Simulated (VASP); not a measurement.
A cell of BAs (zinc blende) near equilibrium:

```xyz
2
Lattice="0.0000 2.4082 2.4082 2.4082 0.0000 2.4082 2.4082 2.4082 0.0000" Properties=species:S:1:pos:R:3 pbc="T T T"
B      0.0000     0.0000     0.0000
As     1.2041     1.2041     1.2041
```

Calculation: PBE GGA, VASP's PBE PAW potentials (set 64) (plane waves; VASP 6.6.1).

```json
[
 {"run": "as it is", "ΔE (meV/atom)": "0.0", "σxx": "0.00", "σyy": "0.00", "σzz": "0.00", "largest shear component, with its sign (GPa)": "0.00", "gap (eV)": "1.20"},
 {"run": "after one change", "ΔE (meV/atom)": "19.3", "σxx": "-6.92", "σyy": "-6.92", "σzz": "-6.92", "largest shear component, with its sign (GPa)": "0.00", "gap (eV)": "1.26"}
]
```
Stress is in GPa, positive when the cell is compressed; gaps are those on the k-mesh, and 0.00 means metallic.

### Question
Which change was made?
(A) shear strain γ_xz = +1.5 %
(B) isotropic strain of -1.5 %
(C) uniaxial strain of -2.0 % along y
(D) isotropic strain of +2.0 %

### Answer
D, isotropic strain of +2.0 %

The compound is BAs in the zinc blende structure.
